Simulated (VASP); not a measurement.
An input for Ansatz (written as the equivalent of a VASP run, and not itself run):

Ansatz 0.2 input:
```yaml
crystal:
  lattice:
    - [-1.7212789, 1.7212789, 1.7212789]
    - [1.7212789, -1.7212789, 1.7212789]
    - [1.7212789, 1.7212789, -1.7212789]
  atoms:
    - { symbol: Li, position: [0.0000000, 0.0000000, 0.0000000] }
kpoints:
  mp_grid: { grid: [13, 13, 13] }
hamiltonian:
  xc: r2scan
  dispersion: rvv10
  pseudopotentials: { kind: paw }
scf:
  occupations: { method: methfessel_paxton, width: 0.1 }
  max_iter: 100
relax:
  max_steps: 60
  f_tol: 0.01
  cell: {}
output: { forces: true, stress: true, eigenvalues: true }
```

Q: Translate this input to VASP (INCAR, KPOINTS, POSCAR, choice of POTCAR).

A: Several could match; the one computed here: 
**POSCAR**
```
Li
1
   -1.7212788894     1.7212788894     1.7212788894
    1.7212788894    -1.7212788894     1.7212788894
    1.7212788894     1.7212788894    -1.7212788894
Li
1
Direct
  0.0000000000   0.0000000000   0.0000000000
```

INCAR:
```
# general
SYSTEM   = Li
PREC     = Accurate
ENCUT    = 520
LREAL    = .FALSE.   # projection in real space or not
LASPH    = .TRUE.   # aspherical one-centre terms

# electronic loop
EDIFF    = 1E-6   # SCF stop (eV)
NELM     = 100   # most electronic steps
ALGO     = Normal
LMIXTAU  = .TRUE.

# smearing
ISMEAR   = 1   # Methfessel-Paxton
SIGMA    = 0.1   # width (eV)

# functional
METAGGA  = R2SCAN
LUSE_VDW = .TRUE.
BPARAM   = 11.95
CPARAM   = 0.0093

# ions
IBRION   = 2
NSW      = 60
ISIF     = 3   # ions, shape and volume
EDIFFG   = -0.01

# output
LWAVE    = .FALSE.
LCHARG   = .FALSE.
```

### KPOINTS
```
Automatic mesh
0
gamma
13 13 13
```

POTCAR, in this order: Li_sv (PBE.64 set). Program: vasp_std.

The two are equivalent in intent, not identical: each code has its own PAW files, so the cut-off isn't converted (ENCUT is set for VASP's; basis.ecutwfc is left out, and Ansatz then takes the one that its files recommend); Ansatz stops its SCF on the density residual and VASP on the energy change (EDIFF).

The compound is Li in the bcc structure. It was relaxed first. The start is the result of an earlier pass.
